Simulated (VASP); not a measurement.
Consider the following.

```
CELL_PARAMETERS angstrom
      3.25728     0.00000     0.00000
      0.00000     3.25728     0.00000
      0.00000     0.00000     3.25728
ATOMIC_POSITIONS crystal
  In 0.50000 0.50000 0.50000
  Pd 0.00000 0.00000 0.00000
```

Level of theory: SCAN meta-GGA, VASP's PBE PAW potentials (set 64) (plane waves; VASP). Settings: 520 eV cut-off, 13×13×13 Γ-centred mesh, tetrahedra with Blöchl corrections, potentials In_d Pd.

Question: The job: PdIn (CsCl type), 2 atoms, SCAN, static run, 520 eV, 13×13×13 Γ-centred mesh. Roughly how much core time does it take on a busy server core?

Answer: About 2 core-minutes (one run on a shared machine, a rough figure). It had 84 irreducible k-points, 15 bands, up to 947 plane waves and 21 electronic steps.

The compound is PdIn in the CsCl type structure. It was relaxed first. The electron count is odd and the run is not spin-polarised, which forces a metal.
